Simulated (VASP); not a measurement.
# EuBe2 (Fm-3m) in VASP: a series of runs, part 2 of 2

VASP 6.6.1.

**3. Relaxation of cell and atoms, PBE, collinear spin, typed start (species swapped into the CeO2 type (Fm-3m, No. 225))**

Contents of INCAR:

```
PREC = Accurate
ENCUT = 600
EDIFF = 1E-6
ISMEAR = 0
SIGMA = 0.1
LREAL = False
LASPH = True
NELM = 150
ALGO = Normal
ISIF = 3
LWAVE = False
LCHARG = False
ISPIN = 2
MAGMOM = 7 0 0
LORBIT = 11
LMAXMIX = 6
GGA = PE
IBRION = 2
NSW = 90
EDIFFG = -0.04
```

Contents of KPOINTS:

```
regular mesh
0
Gamma
  6 6 6
```

Contents of POSCAR:

```
EuBe2
1.0
    0.0000000000      2.6325542800      2.6325542800
    2.6325542800      0.0000000000      2.6325542800
    2.6325542800      2.6325542800      0.0000000000
Eu Be
1 2
Direct
    0.0000000000      0.0000000000      0.0000000000
    0.2500000000      0.2500000000      0.2500000000
    0.7500000000      0.7500000000      0.7500000000
```

Potentials or basis: VASP PAW PBE potentials, release 64 (Eu, Be).

Started as:

```sh
cat potpaw_PBE.64/Eu/POTCAR potpaw_PBE.64/Be/POTCAR > POTCAR
mpirun -np 1 vasp_std > vasp.out
```

OUTCAR:

```text
PREC = Accurate
   ENCUT = 600
   EDIFF = 1E-6
   ISMEAR = 0
   LREAL = False
   LASPH = True
   NELM = 150
   ISIF = 3
   ISPIN = 2
   LORBIT = 11
   GGA = PE
   IBRION = 2
   NSW = 90
   EDIFFG = -0.04

 ion  position               nearest neighbor table
   1  0.000  0.000  0.000-   3 2.28   3 2.28   3 2.28   2 2.28   3 2.28   2 2.28   2 2.28   2 2.28

   2  0.250  0.250  0.250-   1 2.28   1 2.28   1 2.28   1 2.28
   3  0.750  0.750  0.750-   1 2.28   1 2.28   1 2.28   1 2.28

  LATTYP: Found a face centered cubic cell.
 ALAT       =     5.2651085600

  Lattice vectors:

 A1 = (   0.0000000000,   2.6325542800,   2.6325542800)
 A2 = (   2.6325542800,   0.0000000000,   2.6325542800)
 A3 = (   2.6325542800,   2.6325542800,   0.0000000000)

Analysis of symmetry for initial positions (statically):
=====================================================================
 Subroutine PRICEL returns:
 Original cell was already a primitive cell.

 Routine SETGRP: Setting up the symmetry group for a
 face centered cubic supercell.

 Subroutine GETGRP returns: Found 48 space group operations
 (whereof 48 operations were pure point group operations)
 out of a pool of 48 trial point group operations.

The static configuration has the point symmetry O_h .

Analysis of symmetry for dynamics (positions and initial velocities):
=====================================================================
 Subroutine PRICEL returns:
 Original cell was already a primitive cell.

 Routine SETGRP: Setting up the symmetry group for a
 face centered cubic supercell.

 Subroutine GETGRP returns: Found 48 space group operations
 (whereof 48 operations were pure point group operations)
 out of a pool of 48 trial point group operations.

The dynamic configuration has the point symmetry O_h .

Analysis of structural, dynamic, and magnetic symmetry:
=====================================================================
 Subroutine PRICEL returns:
 Original cell was already a primitive cell.

 Routine SETGRP: Setting up the symmetry group for a
 face centered cubic supercell.

 Subroutine GETGRP returns: Found 48 space group operations
 (whereof 48 operations were pure point group operations)
 out of a pool of 48 trial point group operations.

The overall configuration has the point symmetry O_h .

 Subroutine INISYM returns: Found 48 space group operations
 (whereof 48 operations are pure point group operations),
 and found     1 'primitive' translations

----------------------------------------------------------------------------------------

                                     Primitive cell

  volume of cell :      36.4890

  direct lattice vectors                    reciprocal lattice vectors
     0.000000000  2.632554280  2.632554280    -0.189929607  0.189929607  0.189929607
     2.632554280  0.000000000  2.632554280     0.189929607 -0.189929607  0.189929607
     2.632554280  2.632554280  0.000000000     0.189929607  0.189929607 -0.189929607

  length of vectors
     3.722993966  3.722993966  3.722993966     0.328967729  0.328967729  0.328967729

  position of ions in fractional coordinates (direct lattice)
     0.000000000  0.000000000  0.000000000
     0.250000000  0.250000000  0.250000000
     0.750000000  0.750000000  0.750000000

  ion indices of the primitive-cell ions
   primitive index   ion index
                 1           1
[... 35 lines left out ...]
  0.166667  0.166667  0.000000      6.000000
  0.333333  0.166667  0.000000     24.000000
[... 8 lines left out ...]
 -0.333333  0.333333  0.166667     24.000000
 -0.333333  0.500000  0.166667     12.000000
   k-points           NKPTS =     16   k-points in BZ     NKDIM =     16   number of bands    NBANDS=     18
   number of dos      NEDOS =    301   number of ions     NIONS =      3
   total plane-waves  NPLWV =  27000
   dimension x,y,z NGX =    30 NGY =   30 NGZ =   30
   dimension x,y,z NGXF=    60 NGYF=   60 NGZF=   60
   ions per type =               1   2
   NGX,Y,Z   is equivalent  to a cutoff of  13.40, 13.40, 13.40 a.u.
   NGXF,Y,Z  is equivalent  to a cutoff of  26.79, 26.79, 26.79 a.u.
 SYSTEM =  unknown system
   PREC   = accura    normal or accurate (medium, high low for compatibility)
   ISTART =      0    job   : 0-new  1-cont  2-samecut
   ICHARG =      2    charge: 1-file 2-atom 10-const
   ISPIN  =      2    spin polarized calculation?
   LNONCOLLINEAR =      F non collinear calculations
   LSORBIT =      F    spin-orbit coupling
   LASPH  =      T    aspherical Exc in radial PAW
   ENCUT  =  600.0 eV  44.10 Ry    6.64 a.u.   7.44  7.44  7.44*2*pi/ulx,y,z
   NELM   =    150;   NELMIN=  2; NELMDL= -5     # of ELM steps
   EDIFF  = 0.1E-05   stopping-criterion for ELM
   LREAL  =      F    real-space projection
   EDIFFG = -.4E-01   stopping-criterion for IOM
   NSW    =     90    number of steps for IOM
   IBRION =      2    ionic relax: 0-MD 1-quasi-New 2-CG
   NFREE  =      1    steps in history (QN), initial steepest desc. (CG)
   ISIF   =      3    stress and relaxation
   ISYM   =      2    0-nonsym 1-usesym 2-fastsym
   POTIM  = 0.5000    time-step for ionic-motion
   TEBEG  =    0.0;   TEEND  =   0.0 temperature during run
   PSTRESS=    0.0 pullay stress
   NELECT =      21.0000    total number of electrons
   NUPDOWN=      -1.0000    fix difference up-down
   EMIN   =  10.00;   EMAX   =-10.00  energy-range for DOS
   EFERMI =   0.00;   METHOD = LEGACY
   ISMEAR =     0;   SIGMA  =   0.10  broadening in eV -4-tet -1-fermi 0-gaus
   EFERMI_NEDOS =   21; number of points for ismear=-14 and -15
   IALGO  =     38    algorithm
   IMIX   =      4    mixing-type and parameters
     AMIX     =   0.40;   BMIX     =  1.00
     AMIX_MAG =   1.60;   BMIX_MAG =  1.00
  volume/ion in A,a.u.               =      12.16        82.08
  Fermi-wavevector in a.u.,A,eV,Ry     =   1.361739  2.573314 25.229740  1.854334
  Thomas-Fermi vector in A             =   2.488289
   LORBIT       =     11    0 simple, 1 ext, 2 COOP (PROOUT), +10 PAW based schemes
   GGA     = PE    functional components
   LHFCALC =     F    Hartree Fock is set to
   AEXX    =    0.0000 exact exchange contribution
   IVDW    =     0    specifies the selected vdW correction
   LEPSILON=     F    determine dielectric tensor
   LRPA    =     F    only Hartree local field effects (RPA)
 conjugate gradient relaxation of ions
 spin polarized calculation
 Gauss-broadening in eV      SIGMA  =   0.10
  energy-cutoff  :      600.00
  volume of cell :       36.49
 maximum number of plane-waves:      1243
 NGX is ok and might be reduce to    30
   NGX = 15   NGY = 15   NGZ = 15

--------------------------------------- Ionic step        1  -------------------------------------------

 number of electron      20.9999998 magnetization       6.9213181

 Free energy of the ion-electron system (eV)
  ---------------------------------------------------
  ext. energy  EPLUGINS =         0.00000000
  ---------------------------------------------------
  free energy    TOTEN  =       -12.04652549 eV

  energy without entropy =      -12.03557206  energy(sigma->0) =      -12.04104878

 E-fermi :   4.8015     XC(G=0): -11.4500

 val. band max:        4.7206614989   @ k =   0.3333   0.1667   0.0000
 cond. band min:       4.8211023131   @ k =  -0.3333   0.3333   0.0000
 fundamental gap:      0.1004408142
 Fermi energy:         4.8015238467

 spin component 1

 k-point     1 :       0.0000    0.0000    0.0000
  band No.  band energies     occupation
      1     -35.8100      1.00000
      2     -14.3845      1.00000
      3     -14.3845      1.00000
      4     -14.3845      1.00000
      5      -1.4817      1.00000
      6       2.8341      1.00000
[... 850 lines left out ...]
--------------------------------------- Ionic step        6  -------------------------------------------

 number of electron      20.9999998 magnetization      -0.9142173

 Free energy of the ion-electron system (eV)
  ---------------------------------------------------
  ext. energy  EPLUGINS =         0.00000000
  ---------------------------------------------------
  free energy    TOTEN  =       -10.13525237 eV

  energy without entropy =      -10.00097125  energy(sigma->0) =      -10.06811181

 E-fermi :   1.8567     XC(G=0):  -9.1799

 val. band max:        1.8540805824   @ k =  -0.1667   0.1667   0.0000
 cond. band min:       1.8580197617   @ k =  -0.3333   0.3333   0.1667
 fundamental gap:      0.0039391793
 Fermi energy:         1.8567471330

 spin component 1

 k-point     1 :       0.0000    0.0000    0.0000
  band No.  band energies     occupation
      1     -38.3724      1.00000
      2     -17.2970      1.00000
      3     -17.2970      1.00000
      4     -17.2970      1.00000
      5      -3.6198      1.00000
      6       1.0329      1.00000
[... 694 lines left out ...]
  FREE ENERGIE OF THE ION-ELECTRON SYSTEM (eV)
  ---------------------------------------------------
  free  energy   TOTEN  =       -10.1352523722 eV

  energy  without entropy=      -10.0009712548  energy(sigma->0) =      -10.06811181

 reached required accuracy - stopping structural energy minimisation

 total charge

# of ion       s       p       d       f       tot
--------------------------------------------------
    1        2.054   5.632   0.673   6.255  14.614
    2        0.521   0.352   0.000   0.000   0.873
    3        0.521   0.352   0.000   0.000   0.873
--------------------------------------------------
tot          3.095   6.336   0.673   6.255  16.359

 magnetization (x)

# of ion       s       p       d       f       tot
--------------------------------------------------
    1        0.003   0.018   0.024  -1.138  -1.093
    2        0.005   0.036   0.000   0.000   0.041
    3        0.005   0.036   0.000   0.000   0.041
--------------------------------------------------
tot          0.013   0.091   0.024  -1.138  -1.011
```

OSZICAR:

```text
N       E                     dE             d eps       ncg     rms          rms(c)
DAV:   1     0.123332193642E+03    0.12333E+03   -0.89506E+03  1464   0.570E+03
DAV:   2     0.989104366852E+01   -0.11344E+03   -0.10174E+03  1424   0.342E+02
[... 296 lines left out ...]
DAV:  20    -0.101346986515E+02    0.11348E-02   -0.20300E-04  1822   0.166E-01    0.879E-01
DAV:  21    -0.101350313931E+02   -0.33274E-03   -0.37918E-04  1744   0.201E-01    0.229E-01
DAV:  22    -0.101352619957E+02   -0.23060E-03   -0.65657E-05  1718   0.923E-02    0.199E-01
DAV:  23    -0.101352448588E+02    0.17137E-04   -0.11055E-05  1194   0.316E-02    0.562E-02
DAV:  24    -0.101352529326E+02   -0.80738E-05   -0.94987E-07   650   0.158E-02    0.625E-02
DAV:  25    -0.101352523722E+02    0.56037E-06   -0.37752E-07   650   0.107E-02
   6 F= -.10135252E+02 E0= -.10068112E+02  d E =-.111219E-02  mag=    -0.9146
```

Run time: 13 min. Hardware: 1 thread of Intel Xeon Platinum 8259CL at 2.50GHz (Skylake/Cascade Lake), shared host; peak memory 0.22 GiB.

Results:

| Property | Result |
| --- | --- |
| Free energy | -10.1353 eV |
| Relaxed volume | 21.30 Å³/atom |
| Relaxed cell | a = 4.487 Å, b = 4.487 Å, c = 4.487 Å, α = 60.00°, β = 60.00°, γ = 60.00° |
| Space group after relaxing (to 0.05 Å) | Fm-3m (No. 225) |
| Energy gained by relaxing | -637.1 meV/atom |
| Ionic steps | 6 |
| Pressure after relaxing | -0.1 GPa |
| Band gap on the k mesh | none (metal or under the smearing width) |
| Net moment | -0.91 μB per cell |
| Site moments | Eu -1.09; Be +0.04 μB |
| Valence electrons inside the program's atomic spheres | Eu 14.61; Be 0.87 |

Step by step:
```csv
step,energy change (eV),largest force (eV/Å),pressure (GPa),volume (Å³)
1,0.0000,0.0000,51.26,36.49
2,1.9209,0.0000,1.39,61.14
3,1.9126,0.0000,0.35,62.53
4,1.9112,0.0000,0.53,63.15
5,1.9124,0.0000,-0.40,64.39
6,1.9113,0.0000,-0.13,63.89
```

Final structure:
```
Eu Be
1.0
     0.00000    3.17298    3.17298
     3.17298    0.00000    3.17298
     3.17298    3.17298    0.00000
Eu Be
1 2
Direct
  0.00000 0.00000 0.00000
  0.25000 0.25000 0.25000
  0.75000 0.75000 0.75000
```

Levels at points of the mesh, in eV from the Fermi level:
Spin up:
```tsv
k point	band 6	band 7	band 8	band 9	band 10	band 11	band 12	band 13	band 14	band 15
(0.00, 0.00, 0.00)	-0.82	-0.68	-0.68	-0.68	-0.08	-0.08	-0.08	1.41	1.41	1.41
(0.50, 0.00, 0.00)	-2.15	-0.65	-0.06	-0.02	-0.02	-0.01	-0.01	1.18	1.18	1.41
(0.50, 0.50, 0.00)	-1.98	-1.82	-0.62	0.00	0.00	0.11	0.63	0.63	1.30	1.90
```
Spin down:
| k point | band 7 | band 8 | band 9 | band 10 | band 11 | band 12 | band 13 | band 14 |
| --- | --- | --- | --- | --- | --- | --- | --- | --- |
| (0.00, 0.00, 0.00) | -1.08 | -1.08 | -0.62 | -0.62 | -0.62 | -0.02 | -0.02 | -0.02 |
| (0.50, 0.00, 0.00) | -1.17 | -1.16 | -1.07 | -0.02 | 0.03 | 0.03 | 0.05 | 0.05 |
| (0.50, 0.50, 0.00) | -1.75 | -1.20 | -1.20 | -1.14 | 0.07 | 0.07 | 0.17 | 0.80 |

Caveat: the volume moved by over 15 % at a fixed basis, so the end points are rough; spin-orbit coupling is left out, which moves the levels of the heavy elements; the moment fell far below its start of 7 μB, so a state of higher moment may lie lower in energy; without U or exact exchange the open f shell lies at the Fermi level, which spoils levels, moments and volumes. The state reached can hang on the start; a lower one may exist.
